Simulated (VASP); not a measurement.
Consider the following.

```
TiO2
1.0
   -1.86173     1.86173     4.68609
    1.86173    -1.86173     4.68609
    1.86173     1.86173    -4.68609
Ti O
2 4
Direct
  0.75000   0.25000   0.50000
  0.00000   0.00000   0.00000
  0.54168   0.04168   0.50000
  0.79168   0.79168   0.00000
  0.20832   0.20832   0.00000
  0.95832   0.45832   0.50000
```

Computed with PBE GGA with D3 dispersion (zero damping), VASP's PBE PAW potentials (set 64) (plane waves; VASP). Numerical set-up: 520 eV cut-off, 8×8×8 Γ-centred mesh, Gaussian smearing of 0.050 eV, potentials Ti_sv O.

**Question.** The ions and cell shape at fixed volume are relaxed. Give the cell that the relaxation ends in.

**Answer.** 
```
TiO2
1.0
   -1.88565     1.88565     4.56792
    1.88565    -1.88565     4.56792
    1.88565     1.88565    -4.56792
Ti O
2 4
Cartesian
  0.00000   1.88565   2.28396
  0.00000   0.00000   0.00000
  0.00000   1.88565   0.32434
  0.00000   0.00000   7.17622
  0.00000   0.00000   1.95963
  0.00000   1.88565   4.24359
```
Space group I4_1/amd (141), at a tolerance of 0.03 Å.

**Question.** How much energy does the relaxation gain?

**Answer.** The energy (σ→0) changes by -6.5 meV/atom, in 9 ionic steps.

| step | E(σ→0) (eV) | max force (eV/Å) | pressure (GPa) | volume (Å³) |
|---|---|---|---|---|
| 1 | -54.6622 | 0.378 | 14.89 | 64.97 |
| 2 | -54.6752 | 0.018 | 13.83 | 64.97 |
| 3 | -54.6752 | 0.040 | 13.89 | 64.97 |
| 4 | -54.6876 | 0.034 | 13.23 | 64.97 |
| 5 | -54.7008 | 0.023 | 11.29 | 64.97 |
| 6 | -54.7011 | 0.025 | 11.54 | 64.97 |
| 7 | -54.7011 | 0.025 | 11.50 | 64.97 |
| 8 | -54.7010 | 0.036 | 11.26 | 64.97 |
| 9 | -54.7012 | 0.000 | 11.40 | 64.97 |

The compound is TiO2 in the anatase structure, one of several forms; rutile is the usual stable one. This cell is one point of a volume scan, at 0.94 of the reference volume. Symmetry was kept, so distortions that lower it aren't found.
